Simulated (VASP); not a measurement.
Consider the following.

```
CELL_PARAMETERS angstrom
      0.00000     2.51214     2.51214
      2.51214     0.00000     2.51214
      2.51214     2.51214     0.00000
ATOMIC_POSITIONS crystal
  I  0.00000 0.00000 0.00000
```

Computed with PBEsol GGA, VASP's PBE PAW potentials (set 64) (plane waves; VASP). Numerical set-up: 400 eV cut-off, Gaussian smearing of 0.050 eV, potentials I.

Unless said otherwise, spin-orbit coupling is left out, though it shifts the bands of the heavy elements here.

Q: What does the run give for the band gap (along the path) with the smallest direct gap where there is one?

A: 
- band gap (along the path) = none (metal, semimetal or under 0.01 eV)

The structure was generated: I was put into the fcc type (Fm-3m), which need not be its known phase. It was relaxed first, which changed the volume by -10 %.
